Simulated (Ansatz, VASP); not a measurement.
**Hf (Hafnium) in two plane-wave programs**

One calculation is typed for both programs; each brings its own data sets. How far apart do they land? The structure shown is the end of the Ansatz relaxation below.

Calculated with Ansatz 0.2.0; plane waves, with VASP 6.6.1 beside it; single point at LDA.

**1. Starting point**

Symmetry: P6_3/mmc, No. 194, hexagonal system. The conventional cell has a = 2.996 Å, b = 2.996 Å, c = 5.116 Å, α = 90.00°, β = 90.00°, γ = 120.00°. Nearest to Hf lie 12 Hf at 3.00 to 3.09 Å.

**2. Ansatz: relaxation, LDA**

Ansatz runs on its PAW soft_1 files.

This run makes the geometry at which the two programs are then compared.

input.yaml reads:

```yaml
crystal:
  lattice:
    - [2.9957881448, 0.0, 0.0]
    - [-1.4978940724, 2.5944286378, 0.0]
    - [0.0, 0.0, 5.0654757054]
  atoms:
    - { symbol: Hf, position: [0.3333333333, 0.6666666667, 0.25] }
    - { symbol: Hf, position: [0.6666666667, 0.3333333333, 0.75] }
kpoints:
  mp_grid: { grid: [15, 15, 8] }
hamiltonian:
  xc: lda
  pseudopotentials: { kind: paw, azcp: { folder: soft_1 }, xc_functional: pbe }
scf:
  occupations: { method: methfessel_paxton, width: 0.2 }
output:
  forces: true
  stress: true
  eigenvalues: true
relax:
  adjacent_minimum: "off"
  f_tol: 0.001
  max_steps: 60
  cell: { stress_tol: 0.01, fix: [a, b, gamma] }
```

Run with:

```sh
$ ansatz run input.yaml --threads 4 --pin off --max-ram 10240MiB --backend cpu --events-out ev --progress --plain --runs-dir out
```

Numbers of over 12 decimals in the logs are rounded to 6 here.

What it wrote:

```text
Engine: ansatz 0.2.0, aarch64-unknown-linux-gnu
Pseudopotentials: kind: paw
Pseudopotential: Hf, paw, valence charge 26, recommended cutoff 420 eV (normal), soft_1/Hf.paw.azcp
Functional definition: SPW92
  exchange = slater_x
  correlation = pw_c
Crystal: 2 atoms, lattice volume = 39.371 Å³
Basis set: ecut = 420 eV, 749 PW (Γ)
Bands: 32, of which v1, the nominal top of the filled ones, is band 26 counted from 1 (25 counted from 0)
Symmetry: 24 space group operations
Space group: P63/mmc (ITA 194), of the structure as read, at distance tolerance 3.4e-5 Å
k-points: 135 of 1800
Non-local potential: Hf, projectors of the file, l = 0: 3, l = 1: 2, l = 2: 2, l = 3: 3
PAW form: soft (Blöchl's): semilocal exchange-correlation on the pseudo side does not see the compensation charge
PAW frozen core: Hf, regenerated for the run's functional, and the local potential with it (the file was generated under x = pbe(κ = 0.804, μ = 0.219515), c = pbe(β = 0.066725))
PAW one-centre angular grid: Hf, 590 points (default); XC on 64 Gauss nodes
Initial density: superposition of atomic densities (chi_scale 0.1, normalization cell)
Initial wavefunctions: pseudopotential atomic-orbital guess
Functional: x = slater, c = lda
SCF iter   1: F=—  HF=-30955.098674 eV  |F-HF|=—  |Δ(HF+E_count)|=         —  Δρ=3.44e-2  dr2=5.15e-1  ethr=3.10e-3  ⟨swp⟩=5.4  Hψ=15293  notcnv=0
preconditioner: auto → Kerker (q_TF=auto, 2.858 Å⁻¹)  [metal: Δε(μ)=0.011 eV  Ē_g=17.019 eV  σ=0.200 eV  W_gap=0.05  n_scr=22 (ndim 8)  ℏωp=41.0 eV  f_vac=0.000  D(μ)=1.68/eV (n_scr^D=22)]
SCF iter   2: F=—  HF=-30954.972717 eV  |F-HF|=—  |Δ(HF+E_count)|=   1.26e-1  S|Δr|=    0.00e0  Δρ=2.07e-2  dr2=1.88e-1  ethr=9.90e-4  ⟨swp⟩=2.8  Hψ=8418  notcnv=0  defer=37
SCF iter   3: F=—  HF=-30954.925949 eV  |F-HF|=—  |Δ(HF+E_count)|=   4.68e-2  S|Δr|=    0.00e0  Δρ=8.32e-3  dr2=3.04e-2  ethr=3.62e-4  ⟨swp⟩=2.0  Hψ=6703  notcnv=0  defer=46
SCF iter   4: F=—  HF=-30954.893212 eV  |F-HF|=—  |Δ(HF+E_count)|=   3.27e-2  S|Δr|=    0.00e0  Δρ=3.18e-3  dr2=1.78e-3  ethr=5.85e-5  ⟨swp⟩=2.0  Hψ=7760  notcnv=0  defer=46
SCF iter   5: F=—  HF=-30954.894196 eV  |F-HF|=—  |Δ(HF+E_count)|=   9.85e-4  S|Δr|=    0.00e0  Δρ=5.70e-4  dr2=1.02e-4  ethr=3.42e-6  ⟨swp⟩=2.7  Hψ=6952  notcnv=0  defer=46
SCF iter   6: F=—  HF=-30954.894312 eV  |F-HF|=—  |Δ(HF+E_count)|=   1.16e-4  S|Δr|=    0.00e0  Δρ=1.07e-4  dr2=2.67e-6  ethr=1.97e-7  ⟨swp⟩=2.6  Hψ=7977  notcnv=0  defer=46
SCF iter   7: F=—  HF=-30954.894323 eV  |F-HF|=—  |Δ(HF+E_count)|=   1.08e-5  S|Δr|=    0.00e0  Δρ=2.08e-5  dr2=1.18e-7  ethr=5.14e-9  ⟨swp⟩=3.1  Hψ=8774  notcnv=0  defer=79
SCF iter   8: F=-30954.894323 eV  HF=-30954.894323 eV  |F-HF|=1.17e-9  |Δ(HF+E_count)|=   8.03e-9  S|Δr|=    0.00e0  Δρ=4.05e-6  dr2=4.17e-9  ethr=1.92e-10  ⟨swp⟩=11.6  Hψ=27207  notcnv=0
SCF 1 converged in 8 iterations: F = -30954.894323 eV  dr2 = 4.17e-9
  greatest PAW one-centre occupation: 0.998 electrons in one spin orbital (limit 2), on the Hf atom at site 1 (counted from 0), in its partial waves of l = 3
relax step   1: F+E_penalty+E_count = -30954.89432299 eV  Δ(F+E_penalty+E_count) = +0.000e0 eV  max|allowed force component| = 1.480e-16 eV/Å  Δτ_max = 0.0000 Å  P = +7.036 GPa  Ω = 39.371 Å³  fix = [a, b, gamma]  reactions: a +9.500, b +9.500 GPa  (8 SCF iters, dr2 threshold 1.00e-7 eV, accepted)
[...]
relax step   2: F+E_penalty+E_count = -30954.89443719 eV  Δ(F+E_penalty+E_count) = -1.142e-4 eV  max|allowed force component| = 2.961e-16 eV/Å  Δτ_max = 0.0000 Å  P = +4.280 GPa  Ω = 40.148 Å³  energy of the carried Pulay correction = -1.881e-4 eV  fix = [a, b, gamma]  reactions: a +7.373, b +7.373 GPa  (6 SCF iters, dr2 threshold 2.00e-7 eV, accepted)
[...]
relax step   3: F+E_penalty+E_count = -30954.89680996 eV  Δ(F+E_penalty+E_count) = -2.373e-3 eV  max|allowed force component| = 2.776e-16 eV/Å  Δτ_max = 0.0000 Å  P = +5.551 GPa  Ω = 39.779 Å³  energy of the carried Pulay correction = -9.920e-5 eV  fix = [a, b, gamma]  reactions: a +8.356, b +8.356 GPa  (5 SCF iters, dr2 threshold 2.00e-7 eV, accepted)
[...]
relax step   4: F+E_penalty+E_count = -30954.89681477 eV  Δ(F+E_penalty+E_count) = -4.814e-6 eV  max|allowed force component| = 2.498e-16 eV/Å  Δτ_max = 0.0000 Å  P = +5.592 GPa  Ω = 39.767 Å³  energy of the carried Pulay correction = -9.640e-5 eV  fix = [a, b, gamma]  reactions: a +8.387, b +8.387 GPa  (3 SCF iters, dr2 threshold 8.42e-9 eV, accepted)
[...]
relax step   5: F+E_penalty+E_count = -30954.89691380 eV  Δ(F+E_penalty+E_count) = -9.903e-5 eV  max|allowed force component| = 3.238e-16 eV/Å  Δτ_max = 0.0000 Å  P = +5.593 GPa  Ω = 39.767 Å³  fix = [a, b, gamma]  reactions: a +8.388, b +8.388 GPa  stress off target by 5.06e-3 GPa on what of the cell is left free  SCF on the basis re-selected at this cell (its energy is not comparable with the rows above)  (7 SCF iters)
basis re-selected at this cell: Δ(F+E_penalty+E_count) = -9.903e-5 eV, ΔP = +0.001 GPa vs the last step (what re-selecting the basis moved, of the pressure what is left beyond the Pulay correction that the steps carried, after the strain that the cell walked since its last selection, with what the two solves' SCF thresholds leave and, on support functions, any second-order correction that the steps lacked; it is no m [...]
SCF converged after 7 iterations
Stability not checked: this state was not tested for a lower state beside it, because cold or Methfessel-Paxton smearing, or corrected tetrahedra, fill the levels in a way that the test cannot read (fill_not_monotonic; see scf.lower_state_search)
Free energy (F): -30954.896914 eV
Harris-Foulkes:  -30954.896914 eV  (|F-HF|=7.28e-12)
Internal energy: -30954.899164 eV  (E = F + TS)
E sigma→0 (E₀):  -30954.897476 eV
Entropy (-TS):   0.002250 eV (1.125 meV/atom)
Fermi energy:    20.275772 eV
--- Per-component energies (eV) ---
  E_band       = 103.828459
  E_kinetic    = 829.670550
  E_local      = -12013.686531  (includes V_loc(G=0)·N_el)
  E_nonlocal   = 142.448875
  E_hartree    = 5896.910629
  E_xc         = -532.629694
  E_vxc        = -514.828914  (∫ρ·V_xc dr)
  E_paw        = -14907.980555  (= ΣΔE_a)
  E_vpaw       = -133.597002  (= ΣTr[D̂ρ^β])
  E_aug_tail   = 0.000216  (compensation charges beyond the density's cutoff)
  E_ewald      = -10374.546830
  E_core_change = 4.914176  (= ΣΔE_core)
  E_smearing   = 0.002250  (= −TS)
  E_closure    = -0.000000  (closes the sum)
  Σ components = -30954.896914   (vs F -30954.896914, Δ=0.00e0)
--- Forces (eV/Å), atoms counted from 1 ---
  atom   1  Hf     0.00000000    -0.00000000     0.00000000
  atom   2  Hf     0.00000000     0.00000000     0.00000000
  max |Σ_I F_I| component: 1.85e-17 eV/Å
--- Stress (GPa, compression-positive) ---
        8.387667       0.000000       0.000000
       -0.000000       8.387667       0.000000
        0.000000       0.000000       0.005063
  P = ⅓ Tr σ = 5.5935 GPa (55.935 kbar)
--- Band table (eV; the first three rows and the last of 135) ---
  k-point 0: bands = [... 22 lower, 12.5737, 16.0357, 20.8875, 20.9279, 21.5966, 21.5966, 22.3241, 22.3241, ... 2 higher]
  k-point 1: bands = [... 22 lower, 12.7214, 15.9711, 20.6741, 20.8281, 21.5589, 21.5589, 22.2404, 22.2404, ... 2 higher]
  k-point 2: bands = [... 22 lower, 13.1452, 15.7309, 20.2485, 20.5671, 21.5015, 21.5015, 22.0346, 22.0346, ... 2 higher]
  k-point 134: bands = [... 22 lower, 18.3707, 18.3707, 18.7987, 18.7987, 20.3163, 20.3163, 22.7233, 22.7233, ... 2 higher]
--- Relaxed structure (4 steps of the walk, 4 accepted, 1 SCFs on fresh bases) ---
  F+E_penalty+E_count = -30954.89691380 eV   max|allowed force component| = 3.238e-16 eV/Å   (the final SCF, on the basis selected at the relaxed cell)
  cell:  # Å, volume = 39.7671 Å³
    - [2.995788, 0, 0.0]
    - [-1.497894, 2.594429, 0.0]
    - [0.0, 0.0, 5.116484]
  atoms:
    - { symbol: Hf, position: [0.333333, 0.666667, 0.250000] }
    - { symbol: Hf, position: [0.666667, 0.333333, 0.75] }
```

**3. VASP: single point, LDA, pair 1**

The same cell, functional (in two slightly different forms), mesh and smearing now go to VASP, with its own data sets.

Lines of VASP's logs that name or quote its potential files are left out, and so is its time.

INCAR reads:

```
SYSTEM = Hf
PREC = Accurate
ENCUT = 500
EDIFF = 1E-06
NELM = 120
ISMEAR = 1
SIGMA = 0.2
LREAL = .FALSE.
ALGO = Normal
GGA = CA
NBANDS = 16
LASPH = .TRUE.
LORBIT = 11
LWAVE = .FALSE.
LCHARG = .FALSE.
ISIF = 2
GGA_COMPAT = .FALSE.
KPAR = 2
```

POSCAR reads:

```
Hf
1.0
    2.9957881448      0.0000000000      0.0000000000
   -1.4978940724      2.5944286378      0.0000000000
    0.0000000000      0.0000000000      5.1164838537
Hf
2
Direct
    0.3333333333      0.6666666667      0.2500000000
    0.6666666667      0.3333333333      0.7500000000
```

KPOINTS reads:

```
Automatic mesh
0
Gamma
15 15 8
0 0 0
```

PAW data sets: Hf_pv (LDA family, release 64).

Run with:

```sh
$ mpirun -np 2 vasp_std
```

What it wrote:

```text
[banner, memory and clock lines left out]
running    2 mpi-ranks, on    1 nodes
 distrk:  each k-point on    1 cores,    2 groups
 distr:  one band on    1 cores,    1 groups

 POSCAR found type information on POSCAR Hf
 POSCAR found :  1 types and       2 ions
 LDA part: xc-table for (Slater(with rela. corr.)+CA(PZ))
 , standard interpolation
 POSCAR, INCAR and KPOINTS ok, starting setup
 FFT: planning ... GRIDC
 FFT: planning ... GRID_SOFT
 FFT: planning ... GRID
 WAVECAR not read
 entering main loop
       N       E                     dE             d eps       ncg     rms          rms(c)
DAV:   1     0.468329536230E+02    0.46833E+02   -0.11490E+04  4320   0.117E+03
DAV:   2    -0.204343226644E+02   -0.67267E+02   -0.65822E+02  5712   0.252E+02
DAV:   3    -0.219207693592E+02   -0.14864E+01   -0.14792E+01  5632   0.262E+01
DAV:   4    -0.219304105426E+02   -0.96412E-02   -0.96417E-02  5376   0.255E+00
DAV:   5    -0.219305105820E+02   -0.10004E-03   -0.10004E-03  5720   0.217E-01    0.694E+01
DAV:   6    -0.214712107869E+02    0.45930E+00   -0.37684E-01  5072   0.417E+00    0.407E+01
DAV:   7    -0.213057860988E+02    0.16542E+00   -0.59591E-01  5208   0.506E+00    0.183E+00
DAV:   8    -0.212988377987E+02    0.69483E-02   -0.35054E-02  5016   0.134E+00    0.241E-01
DAV:   9    -0.212989098187E+02   -0.72020E-04   -0.76545E-04  5752   0.201E-01    0.161E-01
DAV:  10    -0.212989092693E+02    0.54940E-06   -0.39089E-05  5048   0.462E-02    0.199E-01
DAV:  11    -0.212989060527E+02    0.32166E-05   -0.51745E-06  5192   0.159E-02    0.371E-03
DAV:  12    -0.212989060545E+02   -0.17997E-08   -0.26986E-07  2776   0.386E-03
   1 F= -.21298906E+02 E0= -.21299699E+02  d E =0.237766E-02
```

From OUTCAR (step 3):

```text
ion  position               nearest neighbor table
   1  0.333  0.667  0.250-   2 3.09   2 3.09   2 3.09   2 3.09   2 3.09   2 3.09
   2  0.667  0.333  0.750-   1 3.09   1 3.09   1 3.09   1 3.09   1 3.09   1 3.09

  LATTYP: Found a hexagonal cell.
 ALAT       =     2.9957881448
 C/A-ratio  =     1.7078924164

 Subroutine GETGRP returns: Found 24 space group operations
 (whereof 12 operations were pure point group operations)

The static configuration has the point symmetry D_3d.
 The point group associated with its full space group is D_6h.

 Found    135 irreducible k-points:

   k-points           NKPTS =    135   k-points in BZ     NKDIM =    135   number of bands    NBANDS=     16

   dimension x,y,z NGX =    24 NGY =   24 NGZ =   40
   dimension x,y,z NGXF=    48 NGYF=   48 NGZF=   80

   ENCUT  =  500.0 eV  36.75 Ry    6.06 a.u.   5.46  5.46  9.33*2*pi/ulx,y,z

   NELECT =      20.0000    total number of electrons

 k-points in reciprocal lattice and weights: Automatic mesh
   0.00000000  0.00000000  0.00000000       0.001
   0.06666667  0.00000000  0.00000000       0.003
   0.13333333 -0.00000000  0.00000000       0.003
   0.20000000 -0.00000000  0.00000000       0.003
   0.26666667 -0.00000000  0.00000000       0.003
   0.33333333 -0.00000000  0.00000000       0.003
   0.40000000 -0.00000000  0.00000000       0.003
   0.46666667 -0.00000000  0.00000000       0.003
   0.06666667  0.06666667  0.00000000       0.003
[...]
0.33333333  0.26666667  0.50000000       0.007
   0.33333333  0.33333333  0.50000000       0.001

 average (electrostatic) potential at core
       1 -36.4228       2 -36.4228

 E-fermi :   5.6245

 k-point     1 :       0.0000    0.0000    0.0000
  band No.  band energies     occupation
    ...
      4     -24.0276      2.00000
      5     -23.9072      2.00000
      6     -23.9072      2.00000
      7      -2.0400      2.00000
      8       1.4033      2.00000
      9       6.2725     -0.00005
     10       6.2817     -0.00003
     11       6.9536     -0.00000
     12       6.9536     -0.00000
     13       7.6826     -0.00000
    ...

 k-point     2 :       0.0667    0.0000    0.0000
  band No.  band energies     occupation
    ...
      4     -24.0316      2.00000
      5     -23.9579      2.00000
      6     -23.9151      2.00000
      7      -1.8731      2.00000
      8       1.5797      2.00000
      9       6.0601     -0.00863
     10       6.1828     -0.00057
     11       6.9488     -0.00000
     12       7.1127     -0.00000
     13       7.4966     -0.00000
    ...

 k-point     3 :       0.1333   -0.0000    0.0000
  band No.  band energies     occupation
    ...
      5     -24.0443      2.00000
      6     -23.9382      2.00000
      7      -1.3941      2.00000
      8       2.0690      2.00000
      9       5.5179      1.77514
     10       5.7946     -0.00381
     11       6.9005     -0.00000
     12       7.2970     -0.00000
     13       7.5839     -0.00000
     14       8.2749     -0.00000
    ...

  Total        2.1073594      2.1073594      0.0315911      0.0000000     -0.0000000      0.0000000
  in kB       84.9033352     84.9033352      1.2727742      0.0000000     -0.0000000      0.0000000
  external PRESSURE =      57.0264815 kB  Pullay stress =       0.0000000 kB

  energy-cutoff  :      500.00
  volume of cell :       39.77
      direct lattice vectors                 reciprocal lattice vectors
     2.995788145  0.000000000  0.000000000     0.333801975  0.192720660  0.000000000
    -1.497894072  2.594428638  0.000000000     0.000000000  0.385441320  0.000000000
     0.000000000  0.000000000  5.116483854     0.000000000  0.000000000  0.195446723

 POSITION                                       TOTAL-FORCE (eV/Angst)
 -----------------------------------------------------------------------------------
     -0.00000      1.72962      1.27912        -0.000000      0.000000      0.000000
      1.49789      0.86481      3.83736         0.000000     -0.000000      0.000000
 -----------------------------------------------------------------------------------
    total drift:                                0.000000     -0.000000      0.000000

  FREE ENERGIE OF THE ION-ELECTRON SYSTEM (eV)
  ---------------------------------------------------
  free  energy   TOTEN  =       -21.2989060545 eV

  energy  without entropy=      -21.3012837150  energy(sigma->0) =      -21.29969861

 total charge
# of ion       s       p       d       tot
------------------------------------------
    1        0.424   6.416   1.758   8.598
    2        0.424   6.416   1.758   8.598
--------------------------------------------------
tot          0.848  12.832   3.516  17.196

[... 3 further parts left out ...]
```

The run ends at a pressure of 5.70 GPa.

**4. Comparison**

Known differences besides the potentials themselves: the two LDA forms differ slightly; the data sets hold 52 valence electrons in Ansatz (on its PAW soft_1 files) and 20 in VASP; the cutoff is 420 eV in Ansatz and 500 eV in VASP; VASP's log shows a relativistic correction to its local exchange, Ansatz's none; Ansatz's pressure holds a Pulay correction, VASP's none. Total energies have different zeros and are not compared.

Compared:

| quantity | Ansatz | VASP | difference |
| --- | --- | --- | --- |
| pressure (GPa) | 5.59 | 5.70 | -0.11 |

**5. Ansatz: relaxation, LDA**

This run makes the geometry at which the two programs are then compared. The cell compared in this pair holds 40.20 Å³, against 39.77 Å³ for the pair before.

The structure compared here is the end of the Ansatz relaxation.

Changes to input.yaml since step 2:

```diff
@@ -2,5 +2,5 @@
   lattice:
-    - [2.9957881448, 0.0, 0.0]
-    - [-1.4978940724, 2.5944286378, 0.0]
-    - [0.0, 0.0, 5.0654757054]
+    - [3.0269942713, 0.0, 0.0]
+    - [-1.5134971357, 2.6214539361, 0.0]
+    - [0.0, 0.0, 5.0192404711]
   atoms:
```

Run with:

```sh
$ ansatz run input.yaml --threads 4 --pin off --max-ram 10240MiB --backend cpu --events-out ev --progress --plain --runs-dir out
```

What it wrote:

```text
[...]
Crystal: 2 atoms, lattice volume = 39.828 Å³
Basis set: ecut = 420 eV, 761 PW (Γ)
Bands: 32, of which v1, the nominal top of the filled ones, is band 26 counted from 1 (25 counted from 0)
Symmetry: 24 space group operations
[...]
k-points: 135 of 1800
[...]
--- Relaxed structure (4 steps of the walk, 4 accepted, 1 SCFs on fresh bases) ---
[...]
cell:  # Å, volume = 40.1952 Å³
    - [3.026994, 2.8867576410043827e-11, 5.159476491562349e-19]
    - [-1.513497, 2.621454, -2.5797382458237815e-19]
    - [8.555236942948848e-19, 0, 5.065476]
  atoms:
    - { symbol: Hf, position: [0.333333, 0.666667, 0.250000] }
    - { symbol: Hf, position: [0.666667, 0.333333, 0.750000] }
[key lines of the parts left out:]
SCF converged after 7 iterations
Free energy (F): -30954.935101 eV
Fermi energy:    20.059770 eV
P = ⅓ Tr σ = 4.2597 GPa (42.597 kbar)
```

**6. VASP: single point, LDA, pair 2**

The same cell, functional (in two slightly different forms), mesh and smearing now go to VASP, with its own data sets.

INCAR is that of step 3.

POSCAR reads:

```
Hf
1.0
    3.0269942713      0.0000000000      0.0000000000
   -1.5134971357      2.6214539361      0.0000000000
    0.0000000000      0.0000000000      5.0654757054
Hf
2
Direct
    0.3333333333      0.6666666667      0.2500000000
    0.6666666667      0.3333333333      0.7500000000
```

KPOINTS is that of step 3.

Run with:

```sh
$ mpirun -np 2 vasp_std
```

What it wrote:

```text
[... set-up lines as in an earlier step ...]
 entering main loop
       N       E                     dE             d eps       ncg     rms          rms(c)
DAV:   1     0.463203495669E+02    0.46320E+02   -0.11283E+04  4320   0.117E+03
DAV:   2    -0.204665265640E+02   -0.66787E+02   -0.65337E+02  5688   0.251E+02
DAV:   3    -0.219789709222E+02   -0.15124E+01   -0.15066E+01  5856   0.261E+01
DAV:   4    -0.219886879260E+02   -0.97170E-02   -0.97156E-02  5272   0.255E+00
[...]
DAV:  10    -0.213374469396E+02    0.16575E-05   -0.37763E-05  5072   0.454E-02    0.188E-01
DAV:  11    -0.213374442367E+02    0.27029E-05   -0.40817E-06  5128   0.138E-02    0.916E-03
DAV:  12    -0.213374442166E+02    0.20109E-07   -0.28115E-07  2864   0.395E-03
   1 F= -.21337444E+02 E0= -.21337647E+02  d E =0.609452E-03
```

[end of part 1 of 2]

[Lines on the potential files, build, host, timing and source positions are cut from VASP's logs without a mark.]

[Logs are printed without paths, hosts, clocks, repeated set-up lines and the standing remarks that a program may print on its own settings, such as how far it seeks lower states.]

[Hosts, paths, dates, database ids (printed as entryN), source tags and the programs' standing remarks are cut or masked in the printed files.]
